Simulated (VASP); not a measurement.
# Si2Cl (R-3m) in VASP: reference runs

How does Si2Cl come out in PBE? The cell is run as given.

All numbers are computed with VASP 6.6.1; they aren't measurements. Logs are shortened: lines on timing, memory, paths and dates and some standing lists are left out, and cuts for length are marked.

## (1) The crystal as given

It takes space group R-3m (No. 166, trigonal). The conventional cell has a = 3.881 Å, b = 3.881 Å, c = 16.501 Å, α = 90.00°, β = 90.00°, γ = 120.00°. Si (site symmetry 3m) is surrounded by 3 Si at 2.34 Å and 1 Cl at 2.41 Å. Cl (site symmetry -3m) is surrounded by 2 Si at 2.41 Å.

The cell was built by a generator and needn't be a form met in nature.

## (2) Single point, PBE

Contents of INCAR:

```
SYSTEM = Si2Cl
PREC = Accurate
ENCUT = 520
EDIFF = 1E-7
ISMEAR = -1
SIGMA = 0.05
LREAL = .False.
LASPH = .True.
NELM = 60
ALGO = Normal
ISIF = 2
LWAVE = .False.
LCHARG = .False.
GGA = PE
NBANDS = 14
```

Contents of KPOINTS:

```
regular mesh
0
Gamma
  8 8 8
  0 0 0
```

Contents of POSCAR:

```
Si2Cl
1.0
    1.9403900000      1.1202900000      5.5003700000
   -1.9403900000      1.1202900000      5.5003700000
    0.0000000000     -2.2405700000      5.5003700000
Si Cl
2 1
Direct
    0.1457800000      0.1457800000      0.1457800000
    0.8542200000      0.8542200000      0.8542200000
    0.0000000000      0.0000000000      0.0000000000
```

Potentials or basis: VASP PAW PBE potentials, release 64 (Si, Cl).

Command:

```sh
cat potpaw_PBE.64/Si/POTCAR potpaw_PBE.64/Cl/POTCAR > POTCAR
mpirun -np 1 vasp_std > vasp.out
```

OUTCAR:

```text
SYSTEM = Si2Cl
   PREC = Accurate
   ENCUT = 520
   EDIFF = 1E-7
   ISMEAR = -1
   LREAL = .False.
   LASPH = .True.
   NELM = 60
   ISIF = 2
   GGA = PE

 ion  position               nearest neighbor table
   1  0.146  0.146  0.146-   2 2.34   2 2.34   2 2.34   3 2.41
   2  0.854  0.854  0.854-   1 2.34   1 2.34   1 2.34   3 2.41
   3  0.000  0.000  0.000-   1 2.41   2 2.41

  LATTYP: Found a trigonal (rhomboedric) cell.
 ALAT       =     5.9392114942
 COS(alpha) =     0.7865227124

  Lattice vectors:

 A1 = (   1.9403900000,   1.1202900000,   5.5003700000)
 A2 = (  -1.9403900000,   1.1202900000,   5.5003700000)
 A3 = (   0.0000000000,  -2.2405700000,   5.5003700000)

Analysis of symmetry for initial positions (statically):
=====================================================================
 Subroutine PRICEL returns:
 Original cell was already a primitive cell.

 Routine SETGRP: Setting up the symmetry group for a
 trigonal (rhombohedral) supercell.

 Subroutine GETGRP returns: Found 12 space group operations
 (whereof 12 operations were pure point group operations)
 out of a pool of 12 trial point group operations.

The static configuration has the point symmetry D_3d.

Analysis of symmetry for dynamics (positions and initial velocities):
=====================================================================
 Subroutine PRICEL returns:
 Original cell was already a primitive cell.

 Routine SETGRP: Setting up the symmetry group for a
 trigonal (rhombohedral) supercell.

 Subroutine GETGRP returns: Found 12 space group operations
 (whereof 12 operations were pure point group operations)
 out of a pool of 12 trial point group operations.

The dynamic configuration has the point symmetry D_3d.

 Subroutine INISYM returns: Found 12 space group operations
 (whereof 12 operations are pure point group operations),
 and found     1 'primitive' translations

----------------------------------------------------------------------------------------

                                     Primitive cell

  volume of cell :      71.7400

  direct lattice vectors                    reciprocal lattice vectors
     1.940390000  1.120290000  5.500370000     0.257680157  0.148771445  0.060601894
    -1.940390000  1.120290000  5.500370000    -0.257680157  0.148771445  0.060601894
     0.000000000 -2.240570000  5.500370000     0.000000000 -0.297542891  0.060602164

  length of vectors
     5.939211494  5.939211494  5.939210727     0.303652097  0.303652097  0.303651765

  position of ions in fractional coordinates (direct lattice)
     0.145780000  0.145780000  0.145780000
     0.854220000  0.854220000  0.854220000
     0.000000000  0.000000000  0.000000000

  ion indices of the primitive-cell ions
   primitive index   ion index
                 1           1
                 2           2
                 3           3

----------------------------------------------------------------------------------------

 KPOINTS: regular mesh

Automatic generation of k-mesh.
 Grid dimensions read from file:
 generate k-points for:    8    8    8

 Generating k-lattice:

  Cartesian coordinates                     Fractional coordinates (reciprocal lattice)
     0.032210020  0.018596431  0.007575237     0.125000000 -0.000000000  0.000000000
    -0.032210020  0.018596431  0.007575237    -0.000000000  0.125000000  0.000000000
     0.000000000 -0.037192861  0.007575271     0.000000000  0.000000000  0.125000000

  Length of vectors
     0.037956512  0.037956512  0.037956471

  Shift w.r.t. Gamma in fractional coordinates (k-lattice)
     0.000000000  0.000000000  0.000000000

 Subroutine IBZKPT returns following result:
 ===========================================

 Found     65 irreducible k-points:

 Following reciprocal coordinates:
            Coordinates               Weight
  0.000000  0.000000  0.000000      1.000000
  0.125000  0.000000  0.000000      6.000000
  0.250000  0.000000  0.000000      6.000000
  0.375000 -0.000000 -0.000000      6.000000
  0.500000  0.000000  0.000000      3.000000
  0.125000  0.125000  0.000000      6.000000
[... 16 lines left out ...]
  0.250000  0.125000  0.125000      6.000000
  0.375000  0.125000  0.125000      6.000000
 [... further k-points ...]
   k-points           NKPTS =     65   k-points in BZ     NKDIM =     65   number of bands    NBANDS=     14
   number of dos      NEDOS =    301   number of ions     NIONS =      3
   total plane-waves  NPLWV = 110592
   dimension x,y,z NGX =    48 NGY =   48 NGZ =   48
   dimension x,y,z NGXF=    96 NGYF=   96 NGZF=   96
   ions per type =               2   1
   NGX,Y,Z   is equivalent  to a cutoff of  13.44, 13.44, 13.44 a.u.
   NGXF,Y,Z  is equivalent  to a cutoff of  26.87, 26.87, 26.87 a.u.
 SYSTEM =  Si2Cl
   PREC   = accura    normal or accurate (medium, high low for compatibility)
   ISTART =      0    job   : 0-new  1-cont  2-samecut
   ICHARG =      2    charge: 1-file 2-atom 10-const
   ISPIN  =      1    spin polarized calculation?
   LNONCOLLINEAR =      F non collinear calculations
   LSORBIT =      F    spin-orbit coupling
   LASPH  =      T    aspherical Exc in radial PAW
   ENCUT  =  520.0 eV  38.22 Ry    6.18 a.u.  11.04 11.04 11.04*2*pi/ulx,y,z
   NELM   =     60;   NELMIN=  2; NELMDL= -5     # of ELM steps
   EDIFF  = 0.1E-06   stopping-criterion for ELM
   LREAL  =      F    real-space projection
   EDIFFG = 0.1E-05   stopping-criterion for IOM
   NSW    =      0    number of steps for IOM
   IBRION =     -1    ionic relax: 0-MD 1-quasi-New 2-CG
   NFREE  =      0    steps in history (QN), initial steepest desc. (CG)
   ISIF   =      2    stress and relaxation
   ISYM   =      2    0-nonsym 1-usesym 2-fastsym
   POTIM  = 0.5000    time-step for ionic-motion
   TEBEG  =    0.0;   TEEND  =   0.0 temperature during run
   PSTRESS=    0.0 pullay stress
   NELECT =      15.0000    total number of electrons
   NUPDOWN=      -1.0000    fix difference up-down
   EMIN   =  10.00;   EMAX   =-10.00  energy-range for DOS
   EFERMI =   0.00;   METHOD = LEGACY
   ISMEAR =    -1;   SIGMA  =   0.05  broadening in eV -4-tet -1-fermi 0-gaus
   EFERMI_NEDOS =   21; number of points for ismear=-14 and -15
   IALGO  =     38    algorithm
   IMIX   =      4    mixing-type and parameters
     AMIX     =   0.40;   BMIX     =  1.00
     AMIX_MAG =   1.60;   BMIX_MAG =  1.00
  volume/ion in A,a.u.               =      23.91       161.38
  Fermi-wavevector in a.u.,A,eV,Ry     =   0.971669  1.836187 12.845801  0.944140
  Thomas-Fermi vector in A             =   2.101904
   LORBIT       =      0    0 simple, 1 ext, 2 COOP (PROOUT), +10 PAW based schemes
   GGA     = PE    functional components
[... 5 lines left out ...]
 non-spin polarized calculation
  energy-cutoff  :      520.00
  volume of cell :       71.74
 maximum number of plane-waves:      1947
 NGX is ok and might be reduce to    48
   NGX = 23   NGY = 23   NGZ = 23

 number of electron      14.9999999 magnetization

 Free energy of the ion-electron system (eV)
  ---------------------------------------------------
  ext. energy  EPLUGINS =         0.00000000
  ---------------------------------------------------
  free energy    TOTEN  =       -12.90840545 eV

  energy without entropy =      -12.90032593  energy(sigma->0) =      -12.90436569

 E-fermi :   3.8903     XC(G=0):  -8.5449

 val. band max:        3.8519738508   @ k =   0.3750   0.2500  -0.0000
 cond. band min:       3.8993969756   @ k =   0.5000   0.2500  -0.0000
 fundamental gap:      0.0474231248
 Fermi energy:         3.8902950478

 k-point     1 :       0.0000    0.0000    0.0000
  band No.  band energies     occupation
      1     -12.3302      2.00000
      2      -6.7970      2.00000
      3      -3.5165      2.00000
      4       0.8352      2.00000
      5       0.8352      2.00000
      6       2.6933      2.00000
      7       2.6933      2.00000
      8       4.6972      0.00000
      9       6.5090      0.00000
     10       6.9555      0.00000
     11       6.9555      0.00000
     12       7.8015      0.00000
     13       8.8712      0.00000
     14      12.6284      0.00000

 k-point     2 :       0.1250    0.0000    0.0000
  band No.  band energies     occupation
      1     -12.2955      2.00000
      2      -6.6493      2.00000
      3      -3.4482      2.00000
      4       0.5387      2.00000
      5       0.7868      2.00000
      6       1.6715      2.00000
      7       2.4042      2.00000
      8       4.9176      0.00000
      9       6.4984      0.00000
     10       7.2087      0.00000
     11       7.5737      0.00000
     12       7.9986      0.00000
     13       9.3663      0.00000
     14      11.2853      0.00000

 k-point     3 :       0.2500    0.0000    0.0000
  band No.  band energies     occupation
      1     -12.2102      2.00000
      2      -6.2061      2.00000
      3      -3.3397      2.00000
      4      -0.5023      2.00000
      5       0.6351      2.00000
      6       0.6775      2.00000
      7       1.8703      2.00000
      8       4.7520      0.00000
      9       5.9248      0.00000
     10       7.0593      0.00000
     11       9.0349      0.00000
     12       9.4849      0.00000
     13      10.1169      0.00000
     14      10.4113      0.00000
[... 324 lines left out ...]
 k-point    23 :       0.2500    0.1250    0.1250
  band No.  band energies     occupation
      1     -12.2789      2.00000
      2      -6.8572      2.00000
      3      -3.0046      2.00000
      4       0.4000      2.00000
      5       0.7785      2.00000
      6       1.8886      2.00000
      7       2.4229      2.00000
      8       4.0296      0.11621
      9       6.2969      0.00000
     10       7.0352      0.00000
     11       7.5400      0.00000
     12       8.9747      0.00000
     13       9.7487      0.00000
     14      10.8003      0.00000

 k-point    24 :       0.3750    0.1250    0.1250
  band No.  band energies     occupation
      1     -12.1938      2.00000
      2      -6.4595      2.00000
      3      -2.7782      2.00000
      4      -0.7163      2.00000
      5       0.6657      2.00000
      6       0.8722      2.00000
      7       1.8909      2.00000
      8       3.8083      1.67487
      9       5.7411      0.00000
     10       7.6174      0.00000
     11       8.9814      0.00000
     12       9.7150      0.00000
     13       9.7820      0.00000
     14      10.6704      0.00000

 [... further k-points ...]
[... 5 lines left out ...]
  --------------------------------------------------------------------------------------
  -------------------------------------------------------------------------------------
  Total       -0.0279582     -0.0279583     -0.0451348      0.0000000     -0.0000000     -0.0000000
  in kB       -0.6243940     -0.6243962     -1.0080004      0.0000000     -0.0000006     -0.0000000
  external PRESSURE =      -0.7522636 kB  Pullay stress =       0.0000000 kB

 VOLUME and BASIS-vectors are now :
 -----------------------------------------------------------------------------
  energy-cutoff  :      520.00
  volume of cell :       71.74
      direct lattice vectors                 reciprocal lattice vectors
     1.940390000  1.120290000  5.500370000     0.257680157  0.148771445  0.060601894
    -1.940390000  1.120290000  5.500370000    -0.257680157  0.148771445  0.060601894
     0.000000000 -2.240570000  5.500370000     0.000000000 -0.297542891  0.060602164

 POSITION                                       TOTAL-FORCE (eV/Angst)
 -----------------------------------------------------------------------------------
      0.00000      0.00000      2.40553         0.000000      0.000000      0.017039
      0.00000      0.00001     14.09558         0.000000     -0.000000     -0.017039
      0.00000      0.00000      0.00000         0.000000     -0.000000      0.000000
 -----------------------------------------------------------------------------------
    total drift:                                0.000000      0.000000      0.000000

  FREE ENERGIE OF THE ION-ELECTRON SYSTEM (eV)
  ---------------------------------------------------
  free  energy   TOTEN  =       -12.9084054516 eV

  energy  without entropy=      -12.9003259342  energy(sigma->0) =      -12.90436569
```

It took 2.7 min on 1 thread of Intel Xeon Platinum 8259CL at 2.50GHz (Skylake/Cascade Lake), shared host; peak memory 0.31 GiB.

Results:

```yaml
Free_energy: -12.9084 eV
Pressure: -0.1 GPa
Largest_force: 0.017 eV/Å
Band_gap_on_the_k_mesh: none (metal or under the smearing width)
```

Forces on the atoms (eV/Å):
```
Si   0.000  0.000  0.017
Si   0.000  0.000 -0.017
Cl   0.000  0.000  0.000
```

Caveat: an odd number of electrons without spin polarisation forces a metal; a magnetic or distorted state may lie lower.
